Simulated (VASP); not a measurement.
Input for VASP

**KPOINTS**
```
kpoints
0
G
  16 16 9
0 0 0
```

POSCAR:
```
Ru
1
    1.3340846785    -2.3107026000     0.0000000000
    1.3340846785     2.3107026000     0.0000000000
    0.0000000000     0.0000000000     4.2062952539
Ru
2
Direct
  0.3333330000   0.6666670000   0.2500000000
  0.6666670000   0.3333330000   0.7500000000
```

### INCAR
```
ALGO  =  Normal
EDIFF  =  1E-6
EDIFFG  =  -0.02
ENCUT  =  500
GGA  =  PS
IBRION  =  2
ISIF  =  3
ISMEAR  =  1
LASPH  =  .TRUE.
LCHARG  =  .FALSE.
LMAXMIX  =  4
LREAL  =  .FALSE.
LWAVE  =  .FALSE.
NELM  =  100
NSW  =  40
PREC  =  Accurate
PSTRESS  =  200
SIGMA  =  0.1
SYSTEM  =  Ru
```

POTCAR, in this order: Ru_pv (PBE.64 set). Program: vasp_std.

Problem. Write an equivalent input for Ansatz.

Solution. One equivalent input (not run):
Ansatz 0.2 input:
```yaml
crystal:
  lattice:
    - [1.3340847, -2.3107026, 0.0000000]
    - [1.3340847, 2.3107026, 0.0000000]
    - [0.0000000, 0.0000000, 4.2062953]
  atoms:
    - { symbol: Ru, position: [0.3333330, 0.6666670, 0.2500000] }
    - { symbol: Ru, position: [0.6666670, 0.3333330, 0.7500000] }
kpoints:
  mp_grid: { grid: [16, 16, 9] }
hamiltonian:
  xc: pbesol
  pseudopotentials: { kind: paw }
scf:
  occupations: { method: methfessel_paxton, width: 0.1 }
  max_iter: 100
relax:
  max_steps: 40
  f_tol: 0.02
  cell: { p_target: 20 }
output: { forces: true, stress: true, eigenvalues: true }
```
The two are equivalent in intent, not identical: each code has its own PAW files, so the cut-off isn't converted (ENCUT is set for VASP's; basis.ecutwfc is left out, and Ansatz then takes the one that its files recommend); Ansatz stops its SCF on the density residual and VASP on the energy change (EDIFF).

The compound is Ru in the hcp structure. This run relaxes it under an external pressure of 20 GPa. Symmetry was kept, so distortions that lower it aren't found.
